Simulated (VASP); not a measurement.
CoSi, 8 atoms in the cell. The structure is cubic, space group P2_13 (No. 198). Conventional cell: a = 4.429 Å, b = 4.429 Å, c = 4.429 Å, α = 90.00°, β = 90.00°, γ = 90.00°. Around Co (site symmetry 3) lie 7 Si at 2.32 to 2.43 Å. Si (site symmetry 3) has 7 Co at 2.32 to 2.43 Å as nearest neighbours. 

```yaml
Program: VASP 6.6.1
Task: relaxation of cell and atoms
Functional: PBE
Potentials_or_basis: VASP PAW PBE potentials, release 64 (Co, Si)
Cutoff: 600 eV
k_mesh: 8 × 8 × 8
Occupations: methfessel-paxton, width 0.1 eV
Spin: no spin polarisation
Further_INCAR_settings: ALGO = Normal; EDIFF = 1e-07; IBRION = 2; EDIFFG = -0.005; NSW = 90; ISIF = 3
```

Potentials or basis: VASP PAW PBE potentials, release 64 (Co, Si).

Command:

```console
$ cat potpaw_PBE.64/Co/POTCAR potpaw_PBE.64/Si/POTCAR > POTCAR
$ mpirun -np 4 vasp_std > vasp.out
```

Hardware: 4 MPI ranks on AMD EPYC 7R43 64-Core Processor (Zen 3) (shared host).

Problem. How long does it take, and how much memory?

Solution. Run time: 74 s on 4 MPI ranks on AMD EPYC 7R43 64-Core Processor (Zen 3) (shared host), peak memory 0.24 GiB a rank. Counts: scf iterations 16, k points 45, ion steps 1.
